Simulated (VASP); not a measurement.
Consider the following.

```
CELL_PARAMETERS angstrom
      0.00000     2.18000     2.18000
      2.18000     0.00000     2.18000
      2.18000     2.18000     0.00000
ATOMIC_POSITIONS crystal
  Si 0.00000 0.00000 0.00000
  C  0.25000 0.25000 0.25000
```

Level of theory: G0W0 on PBE orbitals, VASP's PBE PAW potentials (set 64) (plane waves; VASP 6.6.1). Numerical set-up: PREC = Normal, 500 eV cut-off, 4×4×4 Γ-centred mesh, Gaussian smearing of 0.010 eV, potentials Si_GW C_GW_new.

The mesh is coarse and the basis finite, so the quasiparticle values are not converged.

NBANDS = 64, ENCUTGW = 150 eV, NOMEGA = 64. The PBE levels (eV) that the step starts from are:

```csv
state,KS energy,filling
"k1 (0.00, 0.00, 0.00), band 1",-6.81,2
"k1 (0.00, 0.00, 0.00), band 2",8.61,2
"k1 (0.00, 0.00, 0.00), band 3",8.61,2
"k1 (0.00, 0.00, 0.00), band 4",8.61,2
"k1 (0.00, 0.00, 0.00), band 5",14.82,0
"k1 (0.00, 0.00, 0.00), band 6",15.85,0
"k1 (0.00, 0.00, 0.00), band 7",15.85,0
"k1 (0.00, 0.00, 0.00), band 8",15.85,0
"k2 (0.25, 0.00, 0.00), band 1",-5.61,2
"k2 (0.25, 0.00, 0.00), band 2",4.30,2
"k2 (0.25, 0.00, 0.00), band 3",8.00,2
"k2 (0.25, 0.00, 0.00), band 4",8.00,2
"k2 (0.25, 0.00, 0.00), band 5",14.55,0
"k2 (0.25, 0.00, 0.00), band 6",16.46,0
"k2 (0.25, 0.00, 0.00), band 7",16.46,0
"k2 (0.25, 0.00, 0.00), band 8",17.94,0
"k8 (-0.25, 0.50, 0.25), band 1",-1.54,2
"k8 (-0.25, 0.50, 0.25), band 2",1.56,2
"k8 (-0.25, 0.50, 0.25), band 3",3.61,2
"k8 (-0.25, 0.50, 0.25), band 4",3.90,2
"k8 (-0.25, 0.50, 0.25), band 5",13.79,0
"k8 (-0.25, 0.50, 0.25), band 6",18.00,0
"k8 (-0.25, 0.50, 0.25), band 7",18.04,0
"k8 (-0.25, 0.50, 0.25), band 8",18.34,0
```

Give the quasiparticle energies and renormalisation factors Z.

```
state                           QP energy (eV)     Z
------------------------------  --------------  ----
k1 (0.00, 0.00, 0.00), band 1            -7.81  0.72
k1 (0.00, 0.00, 0.00), band 2             8.11  0.79
k1 (0.00, 0.00, 0.00), band 3             8.11  0.79
k1 (0.00, 0.00, 0.00), band 4             8.11  0.79
k1 (0.00, 0.00, 0.00), band 5            15.39  0.78
k1 (0.00, 0.00, 0.00), band 6            16.45  0.79
k1 (0.00, 0.00, 0.00), band 7            16.45  0.79
k1 (0.00, 0.00, 0.00), band 8            16.45  0.79
k2 (0.25, 0.00, 0.00), band 1            -6.57  0.74
k2 (0.25, 0.00, 0.00), band 2             3.54  0.76
k2 (0.25, 0.00, 0.00), band 3             7.45  0.78
k2 (0.25, 0.00, 0.00), band 4             7.45  0.78
k2 (0.25, 0.00, 0.00), band 5            15.10  0.79
k2 (0.25, 0.00, 0.00), band 6            17.06  0.79
k2 (0.25, 0.00, 0.00), band 7            17.06  0.79
k2 (0.25, 0.00, 0.00), band 8            18.63  0.76
k8 (-0.25, 0.50, 0.25), band 1           -2.39  0.73
k8 (-0.25, 0.50, 0.25), band 2            0.72  0.74
k8 (-0.25, 0.50, 0.25), band 3            2.79  0.76
k8 (-0.25, 0.50, 0.25), band 4            3.12  0.77
k8 (-0.25, 0.50, 0.25), band 5           14.27  0.79
k8 (-0.25, 0.50, 0.25), band 6           18.54  0.77
k8 (-0.25, 0.50, 0.25), band 7           18.90  0.77
k8 (-0.25, 0.50, 0.25), band 8           18.81  0.80
```
On the mesh the gap opens from 1.31 to 2.05 eV.

The compound is SiC in the zinc blende structure. The cell was not relaxed at this level. The k-mesh is coarse (spacing up to 0.62 per Å, 2π included), so the numbers may not be converged in it.
